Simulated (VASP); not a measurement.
Input:

```
Al2Au
1.0
    0.00000     2.95274     2.95274
    2.95274     0.00000     2.95274
    2.95274     2.95274     0.00000
Al Au
2 1
Cartesian
  1.47637   1.47637   1.47637
  4.42911   4.42911   4.42911
  0.00000   0.00000   0.00000
```

Computed with TPSS meta-GGA, VASP's PBE PAW potentials (set 64) (plane waves; VASP). Run with 520 eV cut-off, 9×9×9 Γ-centred mesh, first-order Methfessel-Paxton smearing of 0.10 eV, potentials Al Au.

Task: Give the stress tensor in GPa (positive for a compressed cell).

Result: 
```
8.20  0.00  0.00
0.00  8.20  0.00
0.00  0.00  8.20
```
The pressure is its mean diagonal, 8.20 GPa.

The compound is AuAl2 in the fluorite structure. This cell is one point of a volume scan, at 0.94 of the reference volume. The electron count is odd and the run is not spin-polarised, which forces a metal.
